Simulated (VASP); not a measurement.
VASP ran on this input.

**KPOINTS**
```
K-points
0
gamma
9 9 3
```

### INCAR
```
ALGO = Normal
EDIFFG = -0.02   ! ionic stop
PREC = Accurate
LWAVE = .FALSE.
EDIFF = 1E-6
ISIF = 3   ! ions, shape and volume
IBRION = 2
SIGMA = 0.05
SYSTEM = BN
NSW = 60   ! most ionic steps
ENCUT = 520
NELM = 100   ! most electronic steps
LREAL = .FALSE.
LCHARG = .FALSE.
LASPH = .TRUE.   ! aspherical one-centre terms
GGA = RE   ! revPBE
ISMEAR = 0
```

POSCAR:
```
BN
1
    1.2606391565    -2.1834914657    -0.0000000000
    1.2606391565     2.1834914657     0.0000000000
   -0.0000000000     0.0000000000     8.6415794192
B N
2 2
Direct
  0.3333330000   0.6666670000   0.2500000000
  0.6666670000   0.3333330000   0.7500000000
  0.6666670000   0.3333330000   0.2500000000
  0.3333330000   0.6666670000   0.7500000000
```

POTCAR, in this order: B N (PBE.64 set). Program: vasp_std.

Q: Write an equivalent input for Quantum ESPRESSO's pw.x.

A: One equivalent input (not run):
```
&CONTROL
  calculation = 'vc-relax'
  pseudo_dir = './pseudo'
  outdir = './out'
  tprnfor = .true.
  tstress = .true.
  nstep = 60
  forc_conv_thr = 0.00078
/
&SYSTEM
  ibrav = 0
  nat = 4
  ntyp = 2
  ecutwfc = 84
  occupations = 'smearing'
  smearing = 'gaussian'
  degauss = 0.003675
  input_dft = 'revpbe'
/
&ELECTRONS
  conv_thr = 7.3e-08
  electron_maxstep = 100
/
&IONS
/
&CELL
/
ATOMIC_SPECIES
  B 10.810 B.upf
  N 14.007 N.upf
CELL_PARAMETERS angstrom
     1.2606392   -2.1834915   -0.0000000
     1.2606392    2.1834915    0.0000000
    -0.0000000    0.0000000    8.6415794
ATOMIC_POSITIONS crystal
  B    0.3333330  0.6666670  0.2500000
  B    0.6666670  0.3333330  0.7500000
  N    0.6666670  0.3333330  0.2500000
  N    0.3333330  0.6666670  0.7500000
K_POINTS automatic
  9 9 3 0 0 0
```
Limits of the translation: the potentials are each code's own (VASP's PAW set, PseudoDojo norm-conserving files in pw.x), so ENCUT and ecutwfc are chosen apart and not converted; conv_thr bounds pw.x's estimated SCF error, while EDIFF bounds the energy change between steps; forc_conv_thr acts on force components and is met together with etot_conv_thr.

The compound is BN in the hex structure. This run relaxes it. Symmetry was kept, so distortions that lower it aren't found. The start is the result of an earlier pass.
